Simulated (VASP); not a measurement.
# F2AlSeH in VASP: reference runs

How does F2AlSeH come out in PBE? The cell is run as given.

Everything below comes from runs of VASP 6.6.1. Logs are shortened: lines on timing, memory, paths and dates and some standing lists are left out, and cuts for length are marked.

### 1 The molecule as given

The cell holds a molecule in a box, 5 atoms: a = 12.000 Å, b = 12.000 Å, c = 13.000 Å, α = 90.00°, β = 90.00°, γ = 90.00°.

### 2 Single point, PBE

Input file INCAR:

```
SYSTEM = AlHSeF2
ALGO = Normal ; EDIFF = 1E-7
ENCUT = 520 ; GGA = PE
ISIF = 2 ; ISMEAR = 0
LASPH = .TRUE. ; LCHARG = .FALSE.
LREAL = .FALSE. ; LWAVE = .FALSE.
NBANDS = 20 ; NELM = 80
PREC = Accurate ; SIGMA = 0.01
```

Input file KPOINTS:

```
k-points
0
G
  1 1 1
  0 0 0
```

Input file POSCAR:

```
AlHSeF2
1.0
   12.0000000000      0.0000000000      0.0000000000
    0.0000000000     12.0000000000      0.0000000000
    0.0000000000      0.0000000000     13.0000000000
F Al Se H
2 1 1 1
Direct
    0.5724708300      0.4763750000      0.6421461500
    0.6065708300      0.4067250000      0.4370615400
    0.5380291700      0.4826250000      0.5204769200
    0.3955958300      0.5967750000      0.4703538500
    0.4121708300      0.5616500000      0.3630846200
```

Potentials or basis: VASP PAW PBE potentials, release 64 (F, Al, Se, H).

The run is started by

```sh
$ cat potpaw_PBE.64/F/POTCAR potpaw_PBE.64/Al/POTCAR potpaw_PBE.64/Se/POTCAR potpaw_PBE.64/H/POTCAR > POTCAR
$ mpirun -np 1 vasp_gam > vasp.out
```

OUTCAR:

```text
SYSTEM = AlHSeF2
   EDIFF = 1E-7
   ENCUT = 520
   GGA = PE
   ISIF = 2
   ISMEAR = 0
   LASPH = .TRUE.
   LREAL = .FALSE.
   NELM = 80
   PREC = Accurate

 ion  position               nearest neighbor table
   1  0.572  0.476  0.642-   3 1.64
   2  0.607  0.407  0.437-   3 1.64
   3  0.538  0.483  0.520-   1 1.64   2 1.64   4 2.29
   4  0.396  0.597  0.470-   5 1.47   3 2.29
   5  0.412  0.562  0.363-   4 1.47

  LATTYP: Found a simple tetragonal cell.
 ALAT       =    12.0000000000
 C/A-ratio  =     1.0833333333

  Lattice vectors:

 A1 = (  12.0000000000,   0.0000000000,   0.0000000000)
 A2 = (   0.0000000000,  12.0000000000,   0.0000000000)
 A3 = (   0.0000000000,   0.0000000000,  13.0000000000)

Analysis of symmetry for initial positions (statically):
=====================================================================
 Subroutine PRICEL returns:
 Original cell was already a primitive cell.

 Routine SETGRP: Setting up the symmetry group for a
 simple tetragonal supercell.

 Subroutine GETGRP returns: Found  1 space group operations
 (whereof  1 operations were pure point group operations)
 out of a pool of 16 trial point group operations.

The static configuration has the point symmetry C_1 .

Analysis of symmetry for dynamics (positions and initial velocities):
=====================================================================
 Subroutine PRICEL returns:
 Original cell was already a primitive cell.

 Routine SETGRP: Setting up the symmetry group for a
 simple tetragonal supercell.

 Subroutine GETGRP returns: Found  1 space group operations
 (whereof  1 operations were pure point group operations)
 out of a pool of 16 trial point group operations.

The dynamic configuration has the point symmetry C_1 .

 Subroutine INISYM returns: Found  1 space group operations
 (whereof  1 operations are pure point group operations),
 and found     1 'primitive' translations

----------------------------------------------------------------------------------------

                                     Primitive cell

  volume of cell :    1872.0000

  direct lattice vectors                    reciprocal lattice vectors
    12.000000000  0.000000000  0.000000000     0.083333333  0.000000000  0.000000000
     0.000000000 12.000000000  0.000000000     0.000000000  0.083333333  0.000000000
     0.000000000  0.000000000 13.000000000     0.000000000  0.000000000  0.076923077

  length of vectors
    12.000000000 12.000000000 13.000000000     0.083333333  0.083333333  0.076923077

  position of ions in fractional coordinates (direct lattice)
     0.572470830  0.476375000  0.642146150
     0.606570830  0.406725000  0.437061540
     0.538029170  0.482625000  0.520476920
     0.395595830  0.596775000  0.470353850
     0.412170830  0.561650000  0.363084620

  ion indices of the primitive-cell ions
   primitive index   ion index
                 1           1
                 2           2
                 3           3
                 4           4
                 5           5

----------------------------------------------------------------------------------------

 KPOINTS: k-points

Automatic generation of k-mesh.
 Grid dimensions read from file:
 generate k-points for:    1    1    1

 Generating k-lattice:

  Cartesian coordinates                     Fractional coordinates (reciprocal lattice)
     0.083333333  0.000000000  0.000000000     1.000000000  0.000000000  0.000000000
     0.000000000  0.083333333  0.000000000     0.000000000  1.000000000  0.000000000
     0.000000000  0.000000000  0.076923077     0.000000000  0.000000000  1.000000000

  Length of vectors
     0.083333333  0.083333333  0.076923077

  Shift w.r.t. Gamma in fractional coordinates (k-lattice)
     0.000000000  0.000000000  0.000000000

 Subroutine IBZKPT returns following result:
 ===========================================

 Found      1 irreducible k-points:

 Following reciprocal coordinates:
            Coordinates               Weight
  0.000000  0.000000  0.000000      1.000000
   k-points           NKPTS =      1   k-points in BZ     NKDIM =      1   number of bands    NBANDS=     20
   number of dos      NEDOS =    301   number of ions     NIONS =      5
   total plane-waves  NPLWV = 793800
   dimension x,y,z NGX =    90 NGY =   90 NGZ =   98
   dimension x,y,z NGXF=   180 NGYF=  180 NGZF=  196
   ions per type =               2   1   1   1
   NGX,Y,Z   is equivalent  to a cutoff of  12.47, 12.47, 12.53 a.u.
   NGXF,Y,Z  is equivalent  to a cutoff of  24.94, 24.94, 25.06 a.u.
 SYSTEM =  AlHSeF2
   PREC   = accura    normal or accurate (medium, high low for compatibility)
   ISTART =      0    job   : 0-new  1-cont  2-samecut
   ICHARG =      2    charge: 1-file 2-atom 10-const
   ISPIN  =      1    spin polarized calculation?
   LNONCOLLINEAR =      F non collinear calculations
   LSORBIT =      F    spin-orbit coupling
   LASPH  =      T    aspherical Exc in radial PAW
   ENCUT  =  520.0 eV  38.22 Ry    6.18 a.u.  22.31 22.31 24.17*2*pi/ulx,y,z
   NELM   =     80;   NELMIN=  2; NELMDL= -5     # of ELM steps
   EDIFF  = 0.1E-06   stopping-criterion for ELM
   LREAL  =      F    real-space projection
   EDIFFG = 0.1E-05   stopping-criterion for IOM
   NSW    =      0    number of steps for IOM
   IBRION =     -1    ionic relax: 0-MD 1-quasi-New 2-CG
   NFREE  =      0    steps in history (QN), initial steepest desc. (CG)
   ISIF   =      2    stress and relaxation
   ISYM   =      2    0-nonsym 1-usesym 2-fastsym
   POTIM  = 0.5000    time-step for ionic-motion
   TEBEG  =    0.0;   TEEND  =   0.0 temperature during run
   PSTRESS=    0.0 pullay stress
   NELECT =      24.0000    total number of electrons
   NUPDOWN=      -1.0000    fix difference up-down
   EMIN   =  10.00;   EMAX   =-10.00  energy-range for DOS
   EFERMI =   0.00;   METHOD = LEGACY
   ISMEAR =     0;   SIGMA  =   0.01  broadening in eV -4-tet -1-fermi 0-gaus
   EFERMI_NEDOS =   21; number of points for ismear=-14 and -15
   IALGO  =     38    algorithm
   IMIX   =      4    mixing-type and parameters
     AMIX     =   0.40;   BMIX     =  1.00
     AMIX_MAG =   1.60;   BMIX_MAG =  1.00
  volume/ion in A,a.u.               =     374.40      2526.58
  Fermi-wavevector in a.u.,A,eV,Ry     =   0.383157  0.724062  1.997460  0.146809
  Thomas-Fermi vector in A             =   1.319904
   LORBIT       =      0    0 simple, 1 ext, 2 COOP (PROOUT), +10 PAW based schemes
   GGA     = PE    functional components
   LHFCALC =     F    Hartree Fock is set to
   AEXX    =    0.0000 exact exchange contribution
   IVDW    =     0    specifies the selected vdW correction
   LEPSILON=     F    determine dielectric tensor
   LRPA    =     F    only Hartree local field effects (RPA)
 non-spin polarized calculation
 Gauss-broadening in eV      SIGMA  =   0.01
  energy-cutoff  :      520.00
  volume of cell :     1872.00
 maximum number of plane-waves:     25235
 NGX is ok and might be reduce to    90
   NGX = 45   NGY = 45   NGZ = 49

 number of electron      23.9999988 magnetization

 Free energy of the ion-electron system (eV)
  ---------------------------------------------------
  ext. energy  EPLUGINS =         0.00000000
  ---------------------------------------------------
  free energy    TOTEN  =       -22.48110336 eV

  energy without entropy =      -22.48110336  energy(sigma->0) =      -22.48110336

 E-fermi :  -6.3291     XC(G=0):  -0.7623

 val. band max:       -6.4503735627   @ k =   0.0000   0.0000   0.0000
 cond. band min:      -1.9262619270   @ k =   0.0000   0.0000   0.0000
 fundamental gap:      4.5241116357
 Fermi energy:        -6.3291310956

 k-point     1 :       0.0000    0.0000    0.0000
  band No.  band energies     occupation
      1     -28.8451      2.00000
      2     -28.6342      2.00000
      3     -18.1315      2.00000
      4     -11.5260      2.00000
      5     -10.5825      2.00000
      6     -10.0640      2.00000
[... 12 lines left out ...]
     19       0.8312      0.00000
     20       0.8757      0.00000

------------------------ aborting loop because EDIFF is reached ----------------------------------------

  FORCE on cell =-STRESS in cart. coord.  units (eV):
  Direction    XX          YY          ZZ          XY          YZ          ZX
  --------------------------------------------------------------------------------------
  -------------------------------------------------------------------------------------
  Total        0.4824758      0.4279914      1.6522431     -0.5206930      0.3953494     -0.0933957
  in kB        0.4129336      0.3663024      1.4140953     -0.4456423      0.3383653     -0.0799340
  external PRESSURE =       0.7311104 kB  Pullay stress =       0.0000000 kB

 VOLUME and BASIS-vectors are now :
 -----------------------------------------------------------------------------
  energy-cutoff  :      520.00
  volume of cell :     1872.00
      direct lattice vectors                 reciprocal lattice vectors
    12.000000000  0.000000000  0.000000000     0.083333333  0.000000000  0.000000000
     0.000000000 12.000000000  0.000000000     0.000000000  0.083333333  0.000000000
     0.000000000  0.000000000 13.000000000     0.000000000  0.000000000  0.076923077

 POSITION                                       TOTAL-FORCE (eV/Angst)
 -----------------------------------------------------------------------------------
      6.86965      5.71650      8.34790         0.146167     -0.020392      0.601642
      7.27885      4.88070      5.68180         0.316261     -0.344534     -0.398269
      6.45635      5.79150      6.76620        -0.316408      0.242240     -0.183726
      4.74715      7.16130      6.11460        -0.202409      0.217310      0.232306
      4.94605      6.73980      4.72010         0.056390     -0.094623     -0.251953
 -----------------------------------------------------------------------------------
    total drift:                                0.002049      0.000439     -0.002065

  FREE ENERGIE OF THE ION-ELECTRON SYSTEM (eV)
  ---------------------------------------------------
  free  energy   TOTEN  =       -22.4811033638 eV

  energy  without entropy=      -22.4811033638  energy(sigma->0) =      -22.48110336
```

Run time: 100 s. Hardware: 1 thread of AMD EPYC 9R45 (Zen 5), shared host; peak memory 1.3 GiB.

Results:

- Free energy: -22.4811 eV
- Largest force: 0.619 eV/Å
- Gap between the frontier levels: 4.52 eV

Forces in eV/Å, atoms in the order of the input:
```
F    0.146 -0.020  0.602
F    0.316 -0.345 -0.398
Al  -0.316  0.242 -0.184
Se  -0.202  0.217  0.232
H    0.056 -0.095 -0.252
```

As with any semilocal functional, this PBE gap is likely too small.
